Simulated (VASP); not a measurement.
Data:

```
CsSnI3
1.0
    6.10075     0.00000     0.00000
    0.00000     6.10075     0.00000
    0.00000     0.00000     6.10075
Cs Sn I
1 1 3
Direct
  0.00000   0.00000   0.00000
  0.50000   0.50000   0.50000
  0.50000   0.00000   0.50000
  0.00000   0.50000   0.50000
  0.50000   0.50000   0.00000
```

Calculation: AM05 GGA, VASP's PBE PAW potentials (set 64) (plane waves; VASP 6.6.1). Settings: 520 eV cut-off, 4×4×4 Γ-centred mesh, Gaussian smearing of 0.050 eV, potentials Cs_sv Sn_d I.

Give the stress tensor in GPa (positive for a compressed cell).

```
1.10  0.00  0.00
0.00  1.10  0.00
0.00  0.00  1.10
```
The pressure is its mean diagonal, 1.10 GPa.

The compound is CsSnI3 in the cubic perovskite structure, the ideal cubic form; the compound distorts at low or room temperature. This cell is one point of a volume scan, at 0.94 of the reference volume.
